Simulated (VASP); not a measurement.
Data:

```
RuP
1.0
    2.90182     0.00000     0.00000
    0.00000     2.90182     0.00000
    0.00000     0.00000     2.90182
Ru P
1 1
Direct
  0.00000   0.00000   0.00000
  0.50000   0.50000   0.50000
```

Calculation: LDA (Ceperley-Alder, Perdew-Zunger), VASP's LDA PAW potentials (set 64) (plane waves; VASP). Settings: 400 eV cut-off, 14×14×14 Γ-centred mesh, tetrahedra with Blöchl corrections, potentials Ru_pv P.

**Question.** What does the run give for the energy per atom (σ→0), band gap (on the k-mesh) with the smallest direct gap where there is one?

**Answer.** 
```json
{
  "band gap (on the k-mesh)": "none (metal, semimetal or under 0.01 eV)",
  "energy per atom (σ→0)": "-8.671 eV/atom"
}
```

Only differences to runs with the same potentials and settings are physical.

The structure was generated: RuP was put into the CsCl type type (Pm-3m), which need not be its known phase. It was relaxed first, which changed the volume by -31 %. The electron count is odd and the run is not spin-polarised, which forces a metal.
